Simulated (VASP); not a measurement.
Output of a VASP run:

File OSZICAR:
```
       N       E                     dE             d eps       ncg     rms          rms(c)
DAV:   1     0.139419993862E+03    0.13942E+03   -0.10410E+04  2964   0.183E+03
DAV:   2    -0.216057582922E+02   -0.16103E+03   -0.15715E+03  3029   0.429E+02
DAV:   3    -0.318218608801E+02   -0.10216E+02   -0.10045E+02  4269   0.100E+02
DAV:   4    -0.321901684668E+02   -0.36831E+00   -0.36799E+00  3820   0.174E+01
DAV:   5    -0.321994290691E+02   -0.92606E-02   -0.92601E-02  4264   0.240E+00    0.191E+01
DAV:   6    -0.267849049511E+02    0.54145E+01   -0.25225E+01  3893   0.631E+01    0.436E+00
DAV:   7    -0.268251567196E+02   -0.40252E-01   -0.15300E+00  3167   0.151E+01    0.394E+00
DAV:   8    -0.268339098284E+02   -0.87531E-02   -0.14697E-01  4443   0.345E+00    0.661E-01
DAV:   9    -0.268313511201E+02    0.25587E-02   -0.38905E-02  3823   0.273E+00    0.263E-01
DAV:  10    -0.268308392286E+02    0.51189E-03   -0.49056E-03  3685   0.106E+00    0.103E-01
DAV:  11    -0.268307652439E+02    0.73985E-04   -0.22022E-04  3746   0.186E-01    0.541E-02
DAV:  12    -0.268307551764E+02    0.10067E-04   -0.53909E-05  3810   0.962E-02    0.975E-03
DAV:  13    -0.268307550003E+02    0.17615E-06   -0.77945E-06  3497   0.393E-02
   1 F= -.23954299E+02 E0= -.23954175E+02  d E =-.239543E+02
```

File OUTCAR:
```
------------------------ aborting loop because EDIFF is reached ----------------------------------------
  FORCE on cell =-STRESS in cart. coord.  units (eV):
  Direction    XX          YY          ZZ          XY          YZ          ZX
  --------------------------------------------------------------------------------------
  Total        2.9002006      2.9002006      2.8825245      0.0000000     -0.0000000      0.0000000
  in kB      201.6509360    201.6509408    200.4219157      0.0000000     -0.0000000      0.0000000
  external PRESSURE =       1.2412642 kB  Pullay stress =     200.0000000 kB
  volume of cell :       23.04
      direct lattice vectors                 reciprocal lattice vectors
     1.470150400 -2.546375217  0.000000000     0.340101258 -0.196357550  0.000000000
     1.470150400  2.546375217  0.000000000     0.340101258  0.196357550  0.000000000
     0.000000000  0.000000000  3.077685315     0.000000000  0.000000000  0.324919509
 POSITION                                       TOTAL-FORCE (eV/Angst)
 -----------------------------------------------------------------------------------
      0.00000      0.00000      0.00000        -0.000000     -0.000000      0.000000
      1.47015      0.84879      1.53884         0.000000     -0.000000      0.000000
      1.47015     -0.84879      1.53884        -0.000000      0.000000     -0.000000
 -----------------------------------------------------------------------------------
    total drift:                                0.000000     -0.000000      0.000000
  FREE ENERGIE OF THE ION-ELECTRON SYSTEM (eV)
  ---------------------------------------------------
  free  energy   TOTEN  =       -26.8307550003 eV

  energy  without entropy=      -26.8303832009  energy(sigma->0) =      -26.83063107
  enthalpy is  TOTEN    =       -23.9542986608 eV   P V=        2.8764563395

 reached required accuracy - stopping structural energy minimisation
```
(Selected blocks of OUTCAR.)

File POSCAR:
```
TiB2
1
    1.4701503998    -2.5463752170    -0.0000000000
    1.4701503998     2.5463752170     0.0000000000
    0.0000000000    -0.0000000000     3.0776853152
Ti B
1 2
Direct
  0.0000000000   0.0000000000   0.0000000000
  0.3333330000   0.6666670000   0.5000000000
  0.6666670000   0.3333330000   0.5000000000
```

**Question.** Reconstruct the remaining input files.

**Answer.** Several could match; the one computed here: the input of the run itself, LDA (Ceperley-Alder, Perdew-Zunger), plane waves, VASP's LDA PAW potentials (set 64).

File KPOINTS:
```
Automatic mesh
0
Gamma
12 12 10
0 0 0
```

INCAR:
```
! general
SYSTEM  = TiB2
PREC    = Accurate
ENCUT   = 620
LREAL   = .FALSE.
LASPH   = .TRUE.

! electronic loop
EDIFF   = 1E-6
NELM    = 100
ALGO    = Normal
LMAXMIX = 4

! smearing
ISMEAR  = 1
SIGMA   = 0.1

! ions
IBRION  = 2
NSW     = 40
ISIF    = 3
EDIFFG  = -0.02
PSTRESS = 200

! output
LWAVE   = .FALSE.
LCHARG  = .FALSE.
```

POTCAR, in this order: Ti_sv B (LDA.64 set). Program: vasp_std.

The compound is TiB2 in the AlB2 type structure. It was relaxed first under an external pressure of 20 GPa.
